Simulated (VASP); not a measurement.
Given:

```
Sn3SeTe2
1.0
    4.42266     0.00000     0.00000
   -2.21133     3.83014     0.00000
    0.00000     0.00000    10.80458
Sn Te Se
3 2 1
Direct
  0.00000   0.00000   0.50000
  0.33333   0.66667   0.15198
  0.66667   0.33333   0.84802
  0.33333   0.66667   0.67417
  0.66667   0.33333   0.32583
  0.00000   0.00000   0.00000
```

Calculation: r2SCAN meta-GGA, VASP's PBE PAW potentials (set 64) (plane waves; VASP). Run with 400 eV cut-off, 7×7×3 Γ-centred mesh, tetrahedra with Blöchl corrections, potentials Sn_d Te Se.

Q: Give the energies of bands 22 to 35 at the high-symmetry points, in eV from the Fermi level.

A: 
```tsv
band	Γ	M	K	A	L	H
22	-3.03	-5.96	-5.28	-3.04	-5.25	-4.77
23	-3.03	-4.24	-5.28	-3.04	-5.13	-4.77
24	-2.60	-4.13	-5.21	-2.29	-4.11	-4.65
25	-2.25	-3.67	-3.36	-2.29	-3.62	-4.50
26	-2.25	-3.57	-3.23	-2.06	-3.47	-4.37
27	-2.12	-3.11	-3.23	-2.06	-3.36	-4.37
28	-2.12	-2.79	-2.44	-1.97	-2.27	-1.30
29	-0.92	-1.90	-2.37	-1.66	-2.23	-1.23
30	-0.76	-1.89	-2.37	0.00	-0.06	-1.23
31	0.99	1.51	1.97	0.01	0.00	0.48
32	0.99	1.51	2.01	0.42	0.45	0.84
33	1.05	1.53	2.01	0.42	0.45	0.84
34	1.05	1.79	2.43	2.33	2.98	3.58
35	1.05	2.50	2.68	2.34	3.24	3.58
```

It has no gap at this level: it comes out as a metal or semimetal.

The structure comes from a computed database's Sn3Te2Se entry (P-3m1); how it stands against other phases isn't given here. It was relaxed first.
